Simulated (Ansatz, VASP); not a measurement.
# GaC: VASP beside Ansatz

Wanted: the spread between two codes on one cell, functional and k mesh. The cell is generated by rule, not measured, and may not be a known phase. The structure shown is the end of the Ansatz relaxation below.

Program: Ansatz 0.2.0. Level of theory: plane waves, with VASP 6.6.1 beside it; single point at PBEsol. Results are calculated unless marked as measured.

## 1. The starting structure

The structure is tetragonal, space group P4/mmm (No. 123). Conventional cell: a = 2.980 Å, b = 2.980 Å, c = 2.708 Å, α = 90.00°, β = 90.00°, γ = 90.00°. Nearest to Ga lie 4 C at 2.11 Å. Nearest to C lie 4 Ga at 2.11 Å. Farther neighbours are not listed.

## 2. Ansatz: relaxation, PBEsol

Ansatz runs on its default PAW (the set named soft_2) files.

This run makes the geometry at which the two programs are then compared.

Contents of input.yaml:

```yaml
crystal:
  lattice:
    - [2.9890263966, 0.0, 0.0]
    - [0.0, 2.9890263966, 0.0]
    - [0.0, 0.0, 2.6923536553]
  atoms:
    - { symbol: Ga, position: [0.0, 0.0, 0.145] }
    - { symbol: C, position: [0.5, 0.5, 0.145] }
kpoints:
  mp_grid: { grid: [16, 16, 16] }
hamiltonian:
  xc: pbesol
scf:
  occupations: { method: methfessel_paxton, width: 0.2 }
output:
  forces: true
  stress: true
  eigenvalues: true
relax:
  adjacent_minimum: "off"
  f_tol: 0.001
  max_steps: 60
  cell: { stress_tol: 0.01, fix: [volume] }
```

Run with:

```sh
> ansatz run input.yaml --threads 4 --pin off --max-ram 8192MiB --backend cpu --events-out ev --progress --plain --runs-dir out
```

Numbers of over 12 decimals in the logs are rounded to 6 here.

Log:

```text
Engine: ansatz 0.2.0, aarch64-unknown-linux-gnu
Pseudopotentials: kind: paw
Pseudopotential: Ga, paw, valence charge 13, recommended cutoff 420 eV (normal), Ga.paw.azcp
Pseudopotential: C, paw, valence charge 4, recommended cutoff 420 eV (normal), C.paw.azcp
Functional definition: PBEsol
  exchange = pbesol_x
  correlation = pbesol_c
Crystal: 2 atoms, lattice volume = 24.054 Å³
Basis set: ecut = 420 eV, 477 PW (Γ), exchange–correlation on 40×40×36 points (8 copies of the dense FFT grid, shifted against one another)
Bands: 13, of which v1, the nominal top of the filled ones, is band 9 counted from 1 (8 counted from 0)
Symmetry: 16 space group operations
Space group: P4/mmm (ITA 123), of the structure as read, at distance tolerance 2.9e-5 Å
k-points: 405 of 4096
Non-local potential: Ga, projectors of the file, l = 0: 2, l = 1: 2, l = 2: 3, l = 3: 1
Non-local potential: C, projectors of the file, l = 0: 2, l = 1: 2, l = 2: 1
PAW form: soft (Blöchl's): semilocal exchange-correlation on the pseudo side does not see the compensation charge
PAW frozen core: Ga, regenerated for the run's functional, and the local potential with it (the file was generated under x = pbe(κ = 0.804, μ = 0.219515), c = pbe(β = 0.066725))
PAW frozen core: C, regenerated for the run's functional, and the local potential with it (the file was generated under x = pbe(κ = 0.804, μ = 0.219515), c = pbe(β = 0.066725))
PAW one-centre angular grid: Ga, 590 points (default); XC on 64 Gauss nodes
PAW one-centre angular grid: C, 110 points (default); XC on 64 Gauss nodes
Initial density: superposition of atomic densities (neutral atoms: chi_scale 0, normalization atom), corrected by the library's trained network
Initial wavefunctions: pseudopotential atomic-orbital guess
Functional: x = pbesol(κ = 0.804, μ = 0.123457), c = pbesol(β = 0.046)
SCF iter   1: F=—  HF=-3986.697401 eV  |F-HF|=—  |Δ(HF+E_count)|=         —  Δρ=1.10e-2  dr2=3.50e-2  ethr=1.77e-3  ⟨swp⟩=4.5  Hψ=26332  notcnv=0
preconditioner: auto → none  [metal: Δε(μ)=0.017 eV  Ē_g=17.837 eV  σ=0.200 eV  W_gap=0.07  n_scr=6 (ndim 8)  ℏωp=31.2 eV  f_vac=0.000  D(μ)=0.86/eV (n_scr^D=6)  sad-step TF]
SCF iter   2: F=—  HF=-3986.692461 eV  |F-HF|=—  |Δ(HF+E_count)|=   4.94e-3  S|Δr|=    0.00e0  Δρ=7.24e-3  dr2=1.73e-2  ethr=2.06e-4  ⟨swp⟩=1.0  Hψ=8506  notcnv=0
SCF iter   3: F=—  HF=-3986.688922 eV  |F-HF|=—  |Δ(HF+E_count)|=   3.54e-3  S|Δr|=    0.00e0  Δρ=2.10e-3  dr2=7.67e-4  ethr=1.02e-4  ⟨swp⟩=2.4  Hψ=7135  notcnv=0
SCF iter   4: F=—  HF=-3986.688082 eV  |F-HF|=—  |Δ(HF+E_count)|=   8.40e-4  S|Δr|=    0.00e0  Δρ=7.10e-4  dr2=3.62e-5  ethr=4.51e-6  ⟨swp⟩=2.0  Hψ=8782  notcnv=0
SCF iter   5: F=—  HF=-3986.688099 eV  |F-HF|=—  |Δ(HF+E_count)|=   1.66e-5  S|Δr|=    0.00e0  Δρ=1.29e-4  dr2=2.64e-6  ethr=2.13e-7  ⟨swp⟩=2.0  Hψ=8162  notcnv=0
SCF iter   6: F=—  HF=-3986.688097 eV  |F-HF|=—  |Δ(HF+E_count)|=   1.56e-6  S|Δr|=    0.00e0  Δρ=4.55e-5  dr2=2.39e-7  ethr=1.55e-8  ⟨swp⟩=2.0  Hψ=7207  notcnv=0
SCF iter   7: F=-3986.688097 eV  HF=-3986.688097 eV  |F-HF|=1.88e-9  |Δ(HF+E_count)|=   1.47e-7  S|Δr|=    0.00e0  Δρ=4.40e-6  dr2=2.05e-9  ethr=5.88e-10  ⟨swp⟩=5.4  Hψ=23284  notcnv=0
SCF 1 converged in 7 iterations: F = -3986.688097 eV  dr2 = 2.05e-9
  greatest PAW one-centre occupation: 0.995 electrons in one spin orbital (limit 2), on the Ga atom at site 0 (counted from 0), in its partial waves of l = 2
relax step   1: F+E_penalty+E_count = -3986.68809697 eV  Δ(F+E_penalty+E_count) = +0.000e0 eV  max|allowed force component| = 6.240e-25 eV/Å  Δτ_max = 0.0000 Å  P = -2.009 GPa  Ω = 24.054 Å³  fix = [volume]  reactions: volume -2.009 GPa  (7 SCF iters, dr2 threshold 1.00e-7 eV, accepted)
[...]
relax step   3: F+E_penalty+E_count = -3986.68887334 eV  Δ(F+E_penalty+E_count) = -2.206e-4 eV  max|allowed force component| = 5.423e-31 eV/Å  Δτ_max = 0.0000 Å  P = -1.357 GPa  Ω = 24.054 Å³  energy of the carried Pulay correction = +5.376e-5 eV  fix = [volume]  reactions: volume -1.357 GPa  (4 SCF iters, dr2 threshold 2.00e-7 eV, accepted)
[...]
relax step   4: F+E_penalty+E_count = -3986.68883705 eV  Δ(F+E_penalty+E_count) = +3.629e-5 eV  max|allowed force component| = 4.437e-31 eV/Å  Δτ_max = 0.0000 Å  P = -1.358 GPa  Ω = 24.054 Å³  fix = [volume]  reactions: volume -1.358 GPa  stress off target by 1.45e-2 GPa on what of the cell is left free  SCF on the basis re-selected at this cell (its energy is not comparable with the rows above)  (6 SCF iters)
[...]
relax step   5: F+E_penalty+E_count = -3986.68883783 eV  Δ(F+E_penalty+E_count) = -7.820e-7 eV  max|allowed force component| = 1.972e-31 eV/Å  Δτ_max = 0.0000 Å  P = -1.349 GPa  Ω = 24.054 Å³  energy of the carried Pulay correction = +6.603e-7 eV  fix = [volume]  reactions: volume -1.349 GPa  (3 SCF iters, dr2 threshold 5.29e-10 eV, accepted)
[...]
relax step   6: F+E_penalty+E_count = -3986.68883710 eV  Δ(F+E_penalty+E_count) = +7.316e-7 eV  max|allowed force component| = 3.944e-31 eV/Å  Δτ_max = 0.0000 Å  P = -1.349 GPa  Ω = 24.054 Å³  fix = [volume]  reactions: volume -1.349 GPa  stress off target by 2.04e-4 GPa on what of the cell is left free  SCF on the basis re-selected at this cell (its energy is not comparable with the rows above)  (5 SCF iters)
basis re-selected at this cell: Δ(F+E_penalty+E_count) = +7.316e-7 eV, ΔP = +0.000 GPa vs the last step (what re-selecting the basis moved, of the pressure what is left beyond the Pulay correction that the steps carried, after the strain that the cell walked since its last selection, with what the two solves' SCF thresholds leave and, on support functions, any second-order correction that the steps lacked; it is no m [...]
SCF converged after 5 iterations
Stability not checked: this state was not tested for a lower state beside it, because cold or Methfessel-Paxton smearing, or corrected tetrahedra, fill the levels in a way that the test cannot read (fill_not_monotonic; see scf.lower_state_search)
Free energy (F): -3986.688837 eV
Harris-Foulkes:  -3986.688837 eV  (|F-HF|=0.00e0)
Internal energy: -3986.689690 eV  (E = F + TS)
E sigma→0 (E₀):  -3986.689050 eV
Entropy (-TS):   0.000853 eV (0.426 meV/atom)
Fermi energy:    10.034300 eV
--- Per-component energies (eV) ---
  E_band       = -13.787952
  E_kinetic    = 198.596169
  E_local      = -1872.556713  (includes V_loc(G=0)·N_el)
  E_nonlocal   = 454.081880
  E_hartree    = 869.479005
  E_xc         = -114.941129
  E_vxc        = -115.786542  (∫ρ·V_xc dr)
  E_paw        = -2044.038136  (= ΣΔE_a)
  E_vpaw       = -417.080716  (= ΣTr[D̂ρ^β])
  E_aug_tail   = -0.000046  (compensation charges beyond the density's cutoff)
  E_ewald      = -1478.194797
  E_core_change = 0.884078  (= ΣΔE_core)
  E_smearing   = 0.000853  (= −TS)
  E_closure    = -0.000000  (closes the sum)
  Σ components = -3986.688837   (vs F -3986.688837, Δ=0.00e0)
--- Forces (eV/Å), atoms counted from 1 ---
  atom   1  Ga     0.00000000     0.00000000     0.00000000
  atom   2  C      0.00000000     0.00000000     0.00000000
  max |Σ_I F_I| component: 7.89e-31 eV/Å
--- Stress (GPa, compression-positive) ---
       -1.349484       0.000000      -0.000000
        0.000000      -1.349484       0.000000
       -0.000000       0.000000      -1.349178
  P = ⅓ Tr σ = -1.3494 GPa (-13.494 kbar)
--- Band table (eV; the first three rows and the last of 405) ---
  k-point 0: bands = [... 5 lower, -3.9108, 8.7019, 8.7019, 11.0423, 11.6877, 18.1617, 21.2842, 23.4240]
  k-point 1: bands = [... 5 lower, -3.8427, 8.7400, 8.7400, 10.7738, 11.6449, 18.2284, 21.2768, 23.4526]
  k-point 2: bands = [... 5 lower, -3.6401, 8.8512, 8.8512, 9.9066, 11.7286, 18.4288, 20.9556, 23.5310]
  k-point 404: bands = [... 5 lower, 3.5108, 5.8886, 5.8886, 8.3884, 10.9717, 11.2654, 16.1809, 16.1809]
--- Relaxed structure (4 steps of the walk, 4 accepted, 2 SCFs on fresh bases) ---
  F+E_penalty+E_count = -3986.68883710 eV   max|allowed force component| = 3.944e-31 eV/Å   (the final SCF, on the basis selected at the relaxed cell)
  cell:  # Å, volume = 24.0542 Å³
    - [2.980333, 0, 0]
    - [0, 2.980333, 0]
    - [0, 0, 2.708083]
  atoms:
    - { symbol: Ga, position: [0, 0, 0.145] }
    - { symbol: C, position: [0.5, 0.5, 0.145] }
```

In the SCF lines HF is the Harris–Foulkes energy and dr2 the Hartree energy of the density residual, in eV; the loop may stop once dr2 is under the threshold and the program's other checks hold. Hψ counts applications of the Hamiltonian.

## 3. VASP: single point, PBEsol, pair 1

The same cell, functional, mesh and smearing now go to VASP, with its own data sets.

Lines of VASP's logs that name or quote its potential files are left out, and so is its time.

Contents of INCAR:

```
SYSTEM = GaC
PREC = Accurate
ENCUT = 600
EDIFF = 1E-06
NELM = 120
ISMEAR = 1
SIGMA = 0.2
LREAL = .FALSE.
ALGO = Normal
GGA = PS
NBANDS = 14
LORBIT = 11
LWAVE = .FALSE.
LCHARG = .FALSE.
ISIF = 2
LASPH = .TRUE.
GGA_COMPAT = .FALSE.
KPAR = 2
```

Contents of POSCAR:

```
GaC
1.0
    2.9803333055      0.0000000000      0.0000000000
    0.0000000000      2.9803333055      0.0000000000
    0.0000000000      0.0000000000      2.7080827748
Ga C
1 1
Direct
    0.0000000000      0.0000000000      0.1450000000
    0.5000000000      0.5000000000      0.1450000000
```

Contents of KPOINTS:

```
Automatic mesh
0
Gamma
16 16 16
0 0 0
```

PAW data sets: Ga_d and C (PBE family, release 64).

Run with:

```sh
> mpirun -np 2 vasp_std
```

Log:

```text
[banner, memory and clock lines left out]
running    2 mpi-ranks, on    1 nodes
 distrk:  each k-point on    1 cores,    2 groups
 distr:  one band on    1 cores,    1 groups

 POSCAR found type information on POSCAR GaC
 POSCAR found :  2 types and       2 ions
|                                                                             |
|               ----> ADVICE to this user running VASP <----                  |
|                                                                             |
|     You enforced a specific xc type in the INCAR file but a different       |
|     [... a line on the potential file left out ...]
|     I HOPE YOU KNOW WHAT YOU ARE DOING!                                     |
|                                                                             |

 LDA part: xc-table for (Slater+PW92), standard interpolation
 POSCAR, INCAR and KPOINTS ok, starting setup
 FFT: planning ... GRIDC
 FFT: planning ... GRID_SOFT
 FFT: planning ... GRID
 WAVECAR not read
 entering main loop
       N       E                     dE             d eps       ncg     rms          rms(c)
DAV:   1     0.766270629898E+02    0.76627E+02   -0.78355E+03 11646   0.214E+03
DAV:   2    -0.500224965549E+01   -0.81629E+02   -0.76573E+02 12828   0.346E+02
DAV:   3    -0.105502071098E+02   -0.55480E+01   -0.54384E+01 13248   0.710E+01
DAV:   4    -0.106365761573E+02   -0.86369E-01   -0.86249E-01 13556   0.915E+00
DAV:   5    -0.106380404024E+02   -0.14642E-02   -0.14642E-02 13592   0.109E+00    0.454E+00
DAV:   6    -0.982514722271E+01    0.81289E+00   -0.15177E+00 16382   0.315E+01    0.146E+00
DAV:   7    -0.981110928019E+01    0.14038E-01   -0.12355E-01 11670   0.344E+00    0.943E-01
DAV:   8    -0.979966327069E+01    0.11446E-01   -0.18959E-02 14568   0.148E+00    0.130E-01
DAV:   9    -0.979925623427E+01    0.40704E-03   -0.16575E-03 16160   0.775E-01    0.517E-02
DAV:  10    -0.979924590768E+01    0.10327E-04   -0.15292E-04 13206   0.121E-01    0.778E-03
DAV:  11    -0.979924432941E+01    0.15783E-05   -0.54800E-06 13526   0.290E-02    0.422E-03
DAV:  12    -0.979924450704E+01   -0.17763E-06   -0.65575E-07  7974   0.748E-03
   1 F= -.97992445E+01 E0= -.97995286E+01  d E =0.852217E-03
```

From OUTCAR (step 3):

```text
ion  position               nearest neighbor table
   1  0.000  0.000  0.145-   2 2.11   2 2.11   2 2.11   2 2.11
   2  0.500  0.500  0.145-   1 2.11   1 2.11   1 2.11   1 2.11

  LATTYP: Found a simple tetragonal cell.
 ALAT       =     2.9803333055
 C/A-ratio  =     0.9086509787

 Subroutine GETGRP returns: Found 16 space group operations
 (whereof  8 operations were pure point group operations)

The static configuration has the point symmetry C_4v.
 The point group associated with its full space group is D_4h.

 Found    405 irreducible k-points:

   k-points           NKPTS =    405   k-points in BZ     NKDIM =    405   number of bands    NBANDS=     14

   dimension x,y,z NGX =    24 NGY =   24 NGZ =   24
   dimension x,y,z NGXF=    48 NGYF=   48 NGZF=   48

   ENCUT  =  600.0 eV  44.10 Ry    6.64 a.u.   5.95  5.95  5.41*2*pi/ulx,y,z

   NELECT =      17.0000    total number of electrons

 k-points in reciprocal lattice and weights: Automatic mesh
   0.00000000  0.00000000  0.00000000       0.000
   0.06250000  0.00000000  0.00000000       0.001
   0.12500000  0.00000000  0.00000000       0.001
   0.18750000  0.00000000  0.00000000       0.001
   0.25000000  0.00000000  0.00000000       0.001
   0.31250000  0.00000000  0.00000000       0.001
   0.37500000  0.00000000  0.00000000       0.001
   0.43750000  0.00000000  0.00000000       0.001
   0.50000000  0.00000000  0.00000000       0.000
[...]
0.50000000  0.43750000  0.50000000       0.001
   0.50000000  0.50000000  0.50000000       0.000

 average (electrostatic) potential at core
       1 -63.8998       2 -49.1646

 E-fermi :   5.9291

 k-point     1 :       0.0000    0.0000    0.0000
  band No.  band energies     occupation
    ...
      4      -8.4646      2.00000
      5      -8.4605      2.00000
      6      -8.0162      2.00000
      7       4.5972      2.00000
      8       4.5972      2.00000
      9       6.9437     -0.00000
     10       7.5853     -0.00000
     11      14.0835      0.00000
     12      17.1940      0.00000
     13      19.3315      0.00000
    ...

 k-point     2 :       0.0625    0.0000    0.0000
  band No.  band energies     occupation
    ...
      4      -8.4677      2.00000
      5      -8.4643      2.00000
      6      -7.9774      2.00000
      7       4.0381      2.00000
      8       4.6621      2.00000
      9       7.3666     -0.00000
     10       7.6234     -0.00000
     11      14.2291      0.00000
     12      17.2630      0.00000
     13      19.0536      0.00000
    ...

 k-point     3 :       0.1250    0.0000    0.0000
  band No.  band energies     occupation
    ...
      4      -8.4767      2.00000
      5      -8.4635      2.00000
      6      -7.8542      2.00000
      7       2.9209      2.00000
      8       4.8526      2.00000
      9       7.7341     -0.00000
     10       8.0997     -0.00000
     11      14.5592      0.00000
     12      17.4732      0.00000
     13      18.3213      0.00000
    ...

  Total       -0.2146272     -0.2146272     -0.2151916      0.0000000      0.0000000      0.0000000
  in kB      -14.2956465    -14.2956465    -14.3332344      0.0000000      0.0000000      0.0000000
  external PRESSURE =     -14.3081758 kB  Pullay stress =       0.0000000 kB

  energy-cutoff  :      600.00
  volume of cell :       24.05
      direct lattice vectors                 reciprocal lattice vectors
     2.980333305  0.000000000  0.000000000     0.335532941  0.000000000  0.000000000
     0.000000000  2.980333305  0.000000000     0.000000000  0.335532941  0.000000000
     0.000000000  0.000000000  2.708082775     0.000000000  0.000000000  0.369264931

 POSITION                                       TOTAL-FORCE (eV/Angst)
 -----------------------------------------------------------------------------------
      0.00000      0.00000      0.39267        -0.000000      0.000000     -0.000000
      1.49017      1.49017      0.39267         0.000000      0.000000      0.000000
 -----------------------------------------------------------------------------------
    total drift:                                0.000000     -0.000000      0.000014

  FREE ENERGIE OF THE ION-ELECTRON SYSTEM (eV)
  ---------------------------------------------------
  free  energy   TOTEN  =        -9.7992445070 eV

  energy  without entropy=       -9.8000967244  energy(sigma->0) =       -9.79952858

 total charge
# of ion       s       p       d       tot
------------------------------------------
    1        0.879   0.796  10.073  11.748
    2        0.929   1.295   0.000   2.225
--------------------------------------------------
tot          1.808   2.092  10.073  13.972

[... 3 further parts left out ...]
```

This run has no spin polarisation. Its electron count is odd, so without a moment it is a metal by construction.

## 4. Side by side

Known differences besides the potentials themselves: the cutoff is 420 eV in Ansatz and 600 eV in VASP; Ansatz makes its cores anew for this functional, VASP keeps those of its PBE data sets; Ansatz's pressure holds a Pulay correction, VASP's none. Total energies have different zeros and are not compared.

Compared:

```
      quantity  Ansatz   VASP  difference
pressure (GPa)   -1.35  -1.43       +0.08
```

## 5. Ansatz: relaxation, PBEsol

This run makes the geometry at which the two programs are then compared. The cell compared in this pair holds 24.41 Å³, against 24.05 Å³ for the pair before.

The structure compared here is the end of the Ansatz relaxation.

Changes to input.yaml since step 2:

```diff
@@ -2,5 +2,5 @@
   lattice:
-    - [2.9890263966, 0.0, 0.0]
-    - [0.0, 2.9890263966, 0.0]
-    - [0.0, 0.0, 2.6923536553]
+    - [3.0036787209, 0.0, 0.0]
+    - [0.0, 3.0036787209, 0.0]
+    - [0.0, 0.0, 2.7055516782]
   atoms:
```

Run with:

```sh
> ansatz run input.yaml --threads 4 --pin off --max-ram 8192MiB --backend cpu --events-out ev --progress --plain --runs-dir out
```

Log:

```text
[...]
Crystal: 2 atoms, lattice volume = 24.410 Å³
Basis set: ecut = 420 eV, 489 PW (Γ), exchange–correlation on 48×48×40 points (8 copies of the dense FFT grid, shifted against one another)
Bands: 13, of which v1, the nominal top of the filled ones, is band 9 counted from 1 (8 counted from 0)
Symmetry: 16 space group operations
[...]
k-points: 405 of 4096
[...]
k-point 404: bands = [... 5 lower, 3.2529, 5.6694, 5.6694, 8.2659, 10.6295, 11.1205, 15.9775, 15.9775]
--- Relaxed structure (4 steps of the walk, 4 accepted, 2 SCFs on fresh bases) ---
[...]
cell:  # Å, volume = 24.4097 Å³
    - [2.985846, 0, 0.0]
    - [0, 2.985846, 0.0]
    - [0.0, 0.0, 2.737966]
  atoms:
    - { symbol: Ga, position: [0, 0, 0.145000] }
    - { symbol: C, position: [0.5, 0.5, 0.145000] }
[key lines of the parts left out:]
SCF converged after 5 iterations
Free energy (F): -3986.684479 eV
Fermi energy:    9.818469 eV
P = ⅓ Tr σ = -2.5479 GPa (-25.479 kbar)
```

(Continued in part 2 of 2.)

[Lines on the potential files, build, host, timing and source positions are cut from VASP's logs without a mark.]

[Logs are printed without paths, hosts, clocks, repeated set-up lines and the standing remarks that a program may print on its own settings, such as how far it seeks lower states.]

[Hosts, paths, dates, database ids (printed as entryN), source tags and the programs' standing remarks are cut or masked in the printed files.]
